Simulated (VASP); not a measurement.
# ZrMoC2 under changes of volume

One of the cells (11.888 Å³/atom); the others are scaled copies at fixed shape and fractional positions:

```
Mo Zr C
1.0
     1.61132    0.93030    5.28714
    -1.61132    0.93030    5.28714
     0.00000   -1.86059    5.28714
Mo Zr C
1 1 2
Direct
  0.00000 0.00000 0.00000
  0.50000 0.50000 0.50000
  0.74436 0.74436 0.74436
  0.25564 0.25564 0.25564
```

The cell comes from a database or a generator and needn't be the stable form of this composition.

* Program: VASP 6.6.1
* Functional: PBEsol
* Potentials or basis: VASP PAW PBE potentials, release 64 (Mo_sv, Zr_sv, C)
* Cutoff: 520 eV
* k mesh: 10 × 10 × 10
* Occupations: fermi-dirac, width 0.05 eV
* Spin: no spin polarisation

```tsv
volume (Å³/atom)	energy over the lowest point (meV/atom)	pressure (GPa)	largest force (eV/Å)
10.956	?	?	?
11.189	0.00	2.1	0.113
11.422	1.25	-3.9	0.098
11.888	27.83	-14.2	0.071
12.121	51.55	-18.5	0.060
12.354	81.29	-22.4	0.050
```

Problem. What does the run at 10.956 Å³/atom give?

Solution. Energy over the lowest point 8.01 meV/atom; pressure 8.8 GPa; largest force 0.130 eV/Å.

Worked out: A Birch-Murnaghan fit of order 3 (a polynomial in V^(-2/3)) to the other rows has its minimum at 11.27 Å³/atom with B0 = V·E''(V) = 296 GPa and B' = 4.2 at fixed shape and positions, which overstates the stiffness. It gives 8.01 meV/atom at 10.956 Å³/atom, against the run's 8.01, and -dE/dV = 8.9 GPa, against 8.8.

Energies are extrapolated to zero smearing.

Caveats: the PAW data sets were made with another functional, which shifts forces and pressure a little.
